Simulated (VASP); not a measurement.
Input:

```yaml
crystal:
  lattice:
    - [1.24912, -2.13667, 0.00000]
    - [1.24912, 2.13667, 0.00000]
    - [0.00000, 0.00000, 6.87972]
  atoms:
    - { symbol: C, position: [0.00000, 0.00000, 0.25000] }
    - { symbol: C, position: [0.00000, 0.00000, 0.75000] }
    - { symbol: C, position: [0.33333, 0.66667, 0.25000] }
    - { symbol: C, position: [0.69698, 0.36365, 0.75000] }
```
Cell charge -0.02.

The numbers are results of PBE GGA, VASP's PBE PAW potentials (set 64) (plane waves; VASP 6.6.1), not measurements. Settings: NELECT = 16.02, 520 eV cut-off, 13×13×4 Γ-centred mesh, Gaussian smearing of 0.050 eV, potentials C.

The cell is charged, with a uniform compensating background.

Question: Predict the energy per atom (σ→0), pressure, largest force, band gap (on the k-mesh) with the smallest direct gap where there is one.

Answer: 
```json
{
 "band gap (on the k-mesh)": "none (metal, semimetal or under 0.01 eV)",
 "energy per atom (σ→0)": "-9.152 eV/atom",
 "pressure": "-2.02 GPa",
 "largest_force": "3.804 eV/Å"
}
```

The compound is C in the graphite structure. The cell was not relaxed at this level. The run is one of a series of settings (ISMEAR = 0, NELECT = 16.02, SIGMA = 0.05 against the base run), some of them coarse on purpose.
